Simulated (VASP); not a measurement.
AlN (wurtzite), at 1.04 of the tabulated volume:

```xyz
4
Lattice="1.5755 -2.7288 0.0000 1.5755 2.7288 0.0000 0.0000 0.0000 5.0455" Properties=species:S:1:pos:R:3 pbc="T T T"
Al     1.5755    -0.9096     2.5228
Al     1.5755     0.9096     0.0000
N      1.5755    -0.9096     4.4502
N      1.5755     0.9096     1.9274
```

The lowest empty band near Γ, direction a*, from PBE with spin-orbit coupling in VASP (PAW); its two spin partners are averaged. The gap over the points computed is 3.87 eV, and the next band on that side lies 2.46 eV away at the edge.

Settings: 520 eV cut-off, 9×9×5 Γ-centred mesh, Gaussian smearing of 0.050 eV, potentials Al N.

```csv
distance from the edge in k (1/Å),distance in energy (meV)
0.018,4.3
0.025,8.2
0.035,16.1
0.050,32.6
0.070,63.4
```

**Question.** Fit E(1 + αE) = ħ²k²/2m* (ħ²/2m0 = 3.810 eV Å²) and predict the row at 0.095 1/Å.

**Answer.** Least squares on the energies gives the electron mass m* = 0.289 m0 and α = 0.29 per eV, and so 115.1 meV. The run gave 114.9 meV, -0.2 meV from the fit.

Left out are points under 3 meV from the edge, since the levels carry 0.1 meV, and points farther than half the way to the next band.

The compound is AlN in the wurtzite structure. The cell was not relaxed at this level.
